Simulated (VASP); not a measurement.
# Si3Au (Fm-3m) in VASP: further runs

Runs on Si3Au. Level: PBE. Tasks: band structure.

All numbers are computed with VASP 6.6.1; they aren't measurements. Logs are shortened: lines on timing, memory, paths and dates and some standing lists are left out, and cuts for length are marked.

### 1 Starting point

The structure is cubic, space group Fm-3m (No. 225). Conventional cell: a = 6.408 Å, b = 6.408 Å, c = 6.408 Å, α = 90.00°, β = 90.00°, γ = 90.00°. Around Si (site symmetry m-3m) lie 8 Si at 2.77 Å. Si (site symmetry -43m) has 4 Si at 2.77 Å and 4 Au at 2.77 Å as nearest neighbours. Around Au (site symmetry m-3m) lie 8 Si at 2.77 Å.

The cell was built by a generator and needn't be a form met in nature.

### 2 Band structure, PBE

POSCAR reads:

```
Si3Au
1.0
    0.0000000000      3.2039900000      3.2039900000
    3.2039900000      0.0000000000      3.2039900000
    3.2039900000      3.2039900000      0.0000000000
Si Au
3 1
Direct
    0.5000000000      0.5000000000      0.5000000000
    0.2500000000      0.2500000000      0.2500000000
    0.7500000000      0.7500000000      0.7500000000
    0.0000000000      0.0000000000      0.0000000000
```

INCAR.step1 reads:

```
  ALGO = Normal
  EDIFF = 1E-6
  ENCUT = 600
  GGA = PE
  ISIF = 2
  ISMEAR = -1
  LASPH = True
  LCHARG = True
  LMAXMIX = 4
  LREAL = False
  LWAVE = False
  NELM = 60
  PREC = Accurate
  SIGMA = 0.05
```

KPOINTS.step1 reads:

```
k-points
0
Gamma
  5 5 5
```

INCAR.step2 reads:

```
  ALGO = Normal
  EDIFF = 1E-6
  ENCUT = 600
  GGA = PE
  ICHARG = 11
  ISIF = 2
  ISMEAR = 0
  LASPH = True
  LCHARG = False
  LMAXMIX = 4
  LREAL = False
  LWAVE = False
  NELM = 60
  PREC = Accurate
  SIGMA = 0.05
```

KPOINTS.step2 reads:

```
path GXWKGLUWLK,UX
20
line-mode
reciprocal
 0.0000000000  0.0000000000  0.0000000000  G
 0.5000000000  0.0000000000  0.5000000000  X

 0.5000000000  0.0000000000  0.5000000000  X
 0.5000000000  0.2500000000  0.7500000000  W

 0.5000000000  0.2500000000  0.7500000000  W
 0.3750000000  0.3750000000  0.7500000000  K

 0.3750000000  0.3750000000  0.7500000000  K
 0.0000000000  0.0000000000  0.0000000000  G

 0.0000000000  0.0000000000  0.0000000000  G
 0.5000000000  0.5000000000  0.5000000000  L

 0.5000000000  0.5000000000  0.5000000000  L
 0.6250000000  0.2500000000  0.6250000000  U

 0.6250000000  0.2500000000  0.6250000000  U
 0.5000000000  0.2500000000  0.7500000000  W

 0.5000000000  0.2500000000  0.7500000000  W
 0.5000000000  0.5000000000  0.5000000000  L

 0.5000000000  0.5000000000  0.5000000000  L
 0.3750000000  0.3750000000  0.7500000000  K

 0.6250000000  0.2500000000  0.6250000000  U
 0.5000000000  0.0000000000  0.5000000000  X
```

Potentials or basis: VASP PAW PBE potentials, release 64 (Si, Au).

Command:

```sh
$ cat potpaw_PBE.64/Si/POTCAR potpaw_PBE.64/Au/POTCAR > POTCAR
$ cp INCAR.step1 INCAR
$ cp KPOINTS.step1 KPOINTS
$ mpirun -np 1 vasp_std > vasp.out
$ cp INCAR.step2 INCAR
$ cp KPOINTS.step2 KPOINTS
$ mpirun -np 1 vasp_std > vasp.out
```

OUTCAR:

```text
EDIFF = 1E-6
   ENCUT = 600
   GGA = PE
   ICHARG = 11
   ISIF = 2
   ISMEAR = 0
   LASPH = True
   LREAL = False
   NELM = 60
   PREC = Accurate

 ion  position               nearest neighbor table
   1  0.500  0.500  0.500-   2 2.77   2 2.77   2 2.77   2 2.77   3 2.77   3 2.77   3 2.77   3 2.77
                             4 3.20   4 3.20   4 3.20   4 3.20   4 3.20   4 3.20
   2  0.250  0.250  0.250-   4 2.77   4 2.77   4 2.77   1 2.77   4 2.77   1 2.77   1 2.77   1 2.77

   3  0.750  0.750  0.750-   1 2.77   1 2.77   1 2.77   1 2.77   4 2.77   4 2.77   4 2.77   4 2.77

   4  0.000  0.000  0.000-   3 2.77   3 2.77   3 2.77   2 2.77   3 2.77   2 2.77   2 2.77   2 2.77
                             1 3.20   1 3.20   1 3.20   1 3.20   1 3.20   1 3.20

  LATTYP: Found a face centered cubic cell.
 ALAT       =     6.4079800000

  Lattice vectors:

 A1 = (   0.0000000000,   3.2039900000,   3.2039900000)
 A2 = (   3.2039900000,   0.0000000000,   3.2039900000)
 A3 = (   3.2039900000,   3.2039900000,   0.0000000000)

Analysis of symmetry for initial positions (statically):
=====================================================================
 Subroutine PRICEL returns:
 Original cell was already a primitive cell.

 Routine SETGRP: Setting up the symmetry group for a
 face centered cubic supercell.

 Subroutine GETGRP returns: Found 48 space group operations
 (whereof 48 operations were pure point group operations)
 out of a pool of 48 trial point group operations.

The static configuration has the point symmetry O_h .

Analysis of symmetry for dynamics (positions and initial velocities):
=====================================================================
 Subroutine PRICEL returns:
 Original cell was already a primitive cell.

 Routine SETGRP: Setting up the symmetry group for a
 face centered cubic supercell.

 Subroutine GETGRP returns: Found 48 space group operations
 (whereof 48 operations were pure point group operations)
 out of a pool of 48 trial point group operations.

The dynamic configuration has the point symmetry O_h .

 Subroutine INISYM returns: Found 48 space group operations
 (whereof 48 operations are pure point group operations),
 and found     1 'primitive' translations

----------------------------------------------------------------------------------------

                                     Primitive cell

  volume of cell :      65.7815

  direct lattice vectors                    reciprocal lattice vectors
     0.000000000  3.203990000  3.203990000    -0.156055418  0.156055418  0.156055418
     3.203990000  0.000000000  3.203990000     0.156055418 -0.156055418  0.156055418
     3.203990000  3.203990000  0.000000000     0.156055418  0.156055418 -0.156055418

  length of vectors
     4.531126112  4.531126112  4.531126112     0.270295913  0.270295913  0.270295913

  position of ions in fractional coordinates (direct lattice)
     0.500000000  0.500000000  0.500000000
     0.250000000  0.250000000  0.250000000
     0.750000000  0.750000000  0.750000000
     0.000000000  0.000000000  0.000000000

  ion indices of the primitive-cell ions
   primitive index   ion index
                 1           1
                 2           2
                 3           3
                 4           4

----------------------------------------------------------------------------------------

 KPOINTS: path GXWKGLUWLK,UX

Interpolating k-points between supplied coordinates.

 Line segments in fractional coordinates (reciprocal lattice):
    0.000000  0.000000  0.000000  ...  0.500000  0.000000  0.500000
    0.500000  0.000000  0.500000  ...  0.500000  0.250000  0.750000
    0.500000  0.250000  0.750000  ...  0.375000  0.375000  0.750000
    0.375000  0.375000  0.750000  ...  0.000000  0.000000  0.000000
    0.000000  0.000000  0.000000  ...  0.500000  0.500000  0.500000
    0.500000  0.500000  0.500000  ...  0.625000  0.250000  0.625000
    0.625000  0.250000  0.625000  ...  0.500000  0.250000  0.750000
    0.500000  0.250000  0.750000  ...  0.500000  0.500000  0.500000
    0.500000  0.500000  0.500000  ...  0.375000  0.375000  0.750000
    0.625000  0.250000  0.625000  ...  0.500000  0.000000  0.500000

 Generated    20 points on each line segment, for a total of    200 k-points:

 Following reciprocal coordinates:
            Coordinates               Weight
  0.000000  0.000000  0.000000      0.005000
  0.026316  0.000000  0.026316      0.005000
  0.052632  0.000000  0.052632      0.005000
  0.078947  0.000000  0.078947      0.005000
  0.105263  0.000000  0.105263      0.005000
  0.131579  0.000000  0.131579      0.005000
[... 16 lines left out ...]
  0.500000  0.026316  0.526316      0.005000
  0.500000  0.039474  0.539474      0.005000
 [... further k-points ...]
   k-points           NKPTS =    200   k-points in BZ     NKDIM =    200   number of bands    NBANDS=     15
   number of dos      NEDOS =    301   number of ions     NIONS =      4
   total plane-waves  NPLWV =  46656
   dimension x,y,z NGX =    36 NGY =   36 NGZ =   36
   dimension x,y,z NGXF=    72 NGYF=   72 NGZF=   72
   ions per type =               3   1
   NGX,Y,Z   is equivalent  to a cutoff of  13.21, 13.21, 13.21 a.u.
   NGXF,Y,Z  is equivalent  to a cutoff of  26.42, 26.42, 26.42 a.u.
 SYSTEM =  unknown system
   PREC   = accura    normal or accurate (medium, high low for compatibility)
   ISTART =      0    job   : 0-new  1-cont  2-samecut
   ICHARG =     11    charge: 1-file 2-atom 10-const
   ISPIN  =      1    spin polarized calculation?
   LNONCOLLINEAR =      F non collinear calculations
   LSORBIT =      F    spin-orbit coupling
   LASPH  =      T    aspherical Exc in radial PAW
   ENCUT  =  600.0 eV  44.10 Ry    6.64 a.u.   9.05  9.05  9.05*2*pi/ulx,y,z
   NELM   =     60;   NELMIN=  2; NELMDL=  0     # of ELM steps
   EDIFF  = 0.1E-05   stopping-criterion for ELM
   LREAL  =      F    real-space projection
   EDIFFG = 0.1E-04   stopping-criterion for IOM
   NSW    =      0    number of steps for IOM
   IBRION =     -1    ionic relax: 0-MD 1-quasi-New 2-CG
   NFREE  =      0    steps in history (QN), initial steepest desc. (CG)
   ISIF   =      2    stress and relaxation
   ISYM   =      2    0-nonsym 1-usesym 2-fastsym
   POTIM  = 0.5000    time-step for ionic-motion
   TEBEG  =    0.0;   TEEND  =   0.0 temperature during run
   PSTRESS=    0.0 pullay stress
   NELECT =      23.0000    total number of electrons
   NUPDOWN=      -1.0000    fix difference up-down
   EMIN   =  10.00;   EMAX   =-10.00  energy-range for DOS
   EFERMI =   0.00;   METHOD = LEGACY
   ISMEAR =     0;   SIGMA  =   0.05  broadening in eV -4-tet -1-fermi 0-gaus
   EFERMI_NEDOS =   21; number of points for ismear=-14 and -15
   IALGO  =     38    algorithm
   IMIX   =      4    mixing-type and parameters
     AMIX     =   0.40;   BMIX     =  1.00
     AMIX_MAG =   1.60;   BMIX_MAG =  1.00
  volume/ion in A,a.u.               =      16.45       110.98
  Fermi-wavevector in a.u.,A,eV,Ry     =   1.153319  2.179458 18.097732  1.330146
  Thomas-Fermi vector in A             =   2.289964
   LORBIT       =      0    0 simple, 1 ext, 2 COOP (PROOUT), +10 PAW based schemes
   GGA     = PE    functional components
   LHFCALC =     F    Hartree Fock is set to
   AEXX    =    0.0000 exact exchange contribution
   IVDW    =     0    specifies the selected vdW correction
   LEPSILON=     F    determine dielectric tensor
   LRPA    =     F    only Hartree local field effects (RPA)
 non-spin polarized calculation
 Gauss-broadening in eV      SIGMA  =   0.05
  energy-cutoff  :      600.00
  volume of cell :       65.78
 maximum number of plane-waves:      2212

 number of electron      22.9999999 magnetization

 Free energy of the ion-electron system (eV)
  ---------------------------------------------------
  ext. energy  EPLUGINS =         0.00000000
  ---------------------------------------------------
  free energy    TOTEN  =       -18.04581082 eV

  energy without entropy =      -18.04376639  energy(sigma->0) =      -18.04478860

 E-fermi :   9.2182     XC(G=0): -11.2472

 val. band max:        9.2115599360   @ k =   0.1053   0.1053   0.1053
 cond. band min:       9.2468436705   @ k =   0.5000   0.4474   0.5526
 fundamental gap:      0.0352837345
 Fermi energy:         9.2182110570

 k-point     1 :       0.0000    0.0000    0.0000
  band No.  band energies     occupation
      1      -3.7811      2.00000
      2       2.9236      2.00000
      3       2.9236      2.00000
      4       2.9236      2.00000
      5       4.0256      2.00000
      6       4.0256      2.00000
      7       4.8986      2.00000
      8       6.7490      2.00000
      9       7.3119      2.00000
     10       7.3119      2.00000
     11       7.3119      2.00000
     12       9.3910      0.00000
     13       9.3910      0.00000
     14       9.3910      0.00000
     15      10.5450      0.00000

 k-point     2 :       0.0263    0.0000    0.0263
  band No.  band energies     occupation
      1      -3.7709      2.00000
      2       2.8931      2.00000
      3       2.9245      2.00000
      4       2.9245      2.00000
      5       4.0122      2.00000
      6       4.0274      2.00000
      7       4.9312      2.00000
      8       6.5725      2.00000
      9       7.2940      2.00000
     10       7.2940      2.00000
     11       7.5176      2.00000
     12       9.3508      0.00018
     13       9.3508      0.00018
     14       9.4056      0.00000
     15      10.3996      0.00000
[... 365 lines left out ...]
      3       0.9495      2.00000
      4       3.6482      2.00000
      5       3.9083      2.00000
      6       3.9830      2.00000
      7       3.9847      2.00000
      8       4.1730      2.00000
      9       4.3672      2.00000
     10       5.7210      2.00000
     11       6.7300      2.00000
     12      12.3645      0.00000
     13      12.6226      0.00000
     14      13.3402      0.00000
     15      13.3558      0.00000

 k-point    24 :       0.5000    0.0395    0.5395
  band No.  band energies     occupation
      1      -0.3829      2.00000
      2      -0.3332      2.00000
      3       0.9320      2.00000
      4       3.4942      2.00000
      5       3.9171      2.00000
      6       3.9831      2.00000
      7       3.9869      2.00000
      8       4.2089      2.00000
      9       4.4596      2.00000
     10       5.7740      2.00000
     11       6.7543      2.00000
     12      12.1435      0.00000
     13      12.6064      0.00000
     14      13.1936      0.00000
     15      13.4904      0.00000

 [... further k-points ...]
[... 5 lines left out ...]
  --------------------------------------------------------------------------------------
  -------------------------------------------------------------------------------------
  Total        0.3457522      0.3457522      0.3457522      0.0000000     -0.0000000      0.0000000
  in kB        8.4211634      8.4211634      8.4211634      0.0000000     -0.0000000      0.0000000
  external PRESSURE =       8.4211634 kB  Pullay stress =       0.0000000 kB

 VOLUME and BASIS-vectors are now :
 -----------------------------------------------------------------------------
  energy-cutoff  :      600.00
  volume of cell :       65.78
      direct lattice vectors                 reciprocal lattice vectors
     0.000000000  3.203990000  3.203990000    -0.156055418  0.156055418  0.156055418
     3.203990000  0.000000000  3.203990000     0.156055418 -0.156055418  0.156055418
     3.203990000  3.203990000  0.000000000     0.156055418  0.156055418 -0.156055418

 POSITION                                       TOTAL-FORCE (eV/Angst)
 -----------------------------------------------------------------------------------
      3.20399      3.20399      3.20399         0.000000      0.000000      0.000000
      1.60200      1.60200      1.60200        -0.000000     -0.000000     -0.000000
      4.80598      4.80598      4.80598         0.000000      0.000000      0.000000
      0.00000      0.00000      0.00000         0.000000      0.000000      0.000000
 -----------------------------------------------------------------------------------
    total drift:                               -0.000000      0.000000      0.000000

  FREE ENERGIE OF THE ION-ELECTRON SYSTEM (eV)
  ---------------------------------------------------
  free  energy   TOTEN  =       -18.0458108165 eV

  energy  without entropy=      -18.0437663888  energy(sigma->0) =      -18.04478860
```

Run time: 74 s. Hardware: 1 thread of Intel Xeon Platinum 8559C (Emerald Rapids), shared host; peak memory 0.37 GiB.

Results:

```
Band gap along the path : none (metal or under the smearing width)
```

Levels at the corners of the path, in eV from the Fermi level:
```tsv
point	band 9	band 10	band 11	band 12	band 13	band 14
Γ	-1.81	-1.81	-1.81	0.27	0.27	0.27
X	-4.82	-3.44	-2.41	3.51	3.51	4.02
X	-4.82	-3.44	-2.41	3.51	3.51	4.02
W	-4.15	-0.61	-0.61	-0.42	0.27	3.16
W	-4.15	-0.61	-0.61	-0.42	0.27	3.16
K	-3.88	-3.07	-0.61	1.06	2.11	2.52
K	-3.88	-3.07	-0.61	1.06	2.11	2.52
Γ	-1.81	-1.81	-1.81	0.27	0.27	0.27
Γ	-1.81	-1.81	-1.81	0.27	0.27	0.27
L	-2.04	-2.04	-1.13	-1.13	-0.77	3.16
L	-2.04	-2.04	-1.13	-1.13	-0.77	3.16
U	-3.88	-3.07	-0.61	1.06	2.11	2.52
U	-3.88	-3.07	-0.61	1.06	2.11	2.52
W	-4.15	-0.61	-0.61	-0.42	0.27	3.16
W	-4.15	-0.61	-0.61	-0.42	0.27	3.16
L	-2.04	-2.04	-1.13	-1.13	-0.77	3.16
L	-2.04	-2.04	-1.13	-1.13	-0.77	3.16
K	-3.88	-3.07	-0.61	1.06	2.11	2.52
U	-3.88	-3.07	-0.61	1.06	2.11	2.52
X	-4.82	-3.44	-2.41	3.51	3.51	4.02
```

Caveat: the log is that of the step along the path at fixed density, whose energy, stress, charges and moments have no meaning; spin-orbit coupling is left out, which moves the levels of the heavy elements.

(Continued in part 2 of 4.)
